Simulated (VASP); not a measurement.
Here is the system:

```
BaF2
1.0
    0.00000     3.14423     3.14423
    3.14423     0.00000     3.14423
    3.14423     3.14423     0.00000
Ba F
1 2
Cartesian
  0.00000   0.00000   0.00000
  1.57212   1.57212   1.57212
  4.71635   4.71635   4.71635
```

These are PBE GGA, VASP's PBE PAW potentials (set 64) (plane waves; VASP 6.6.1) values and carry that method's errors. Numerical set-up: 530 eV cut-off, 6×6×6 Γ-centred mesh, Gaussian smearing of 0.050 eV, potentials Ba_sv F.

Problem. Predict the energy per atom (σ→0).

Solution. 
```json
{
 "energy per atom (σ→0)": "-5.710 eV/atom"
}
```

Total energies compare only between runs with the same potentials, cut-off and functional.

The compound is BaF2 in the fluorite structure. It was relaxed first. The start is the result of an earlier pass.
